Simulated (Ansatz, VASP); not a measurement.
# TiCl4: VASP beside Ansatz

```
CELL_PARAMETERS angstrom
13.00000 0.00000 0.00000
0.00000 13.00000 0.00000
0.00000 0.00000 13.00000
ATOMIC_POSITIONS crystal
Ti 0.50000 0.50000 0.50000
Cl 0.59544 0.59544 0.59544
Cl 0.59544 0.40456 0.40456
Cl 0.40456 0.59544 0.40456
Cl 0.40456 0.40456 0.59544
```

Alike in both runs: functional LDA; k mesh 1 × 1 × 1; occupations gaussian, width 0.03 eV; no spin polarisation.

Ansatz relaxed the structure, and its values are those at the end. VASP's run is a single point on that final structure, the one shown.

|  | VASP | Ansatz |
| --- | --- | --- |
| version | VASP 6.6.1 | Ansatz 0.2.0 |
| potentials or method | VASP PAW LDA potentials, release 64 (Ti_sv, Cl) | scalar-relativistic, plane waves, PAW |
| plane-wave cutoff (eV) | 520 | 420 |
| valence electrons in the cell | 40 | 40 |

Ansatz gave:

```
gap on the k mesh at the Fermi level (eV) : 3.77
least direct gap on the mesh (eV)         : 3.77
rms of the force components (eV/Å)        : 0.001
```

Question: Estimate VASP's values.

Answer: gap on the k mesh at the Fermi level (eV): 3.77; least direct gap on the mesh (eV): 3.77; rms of the force components (eV/Å): 0.007.

Ansatz warned: «xc_potential_rough_in_thin_density».

A hybrid or GW would open this gap; LDA tends to underestimate it.
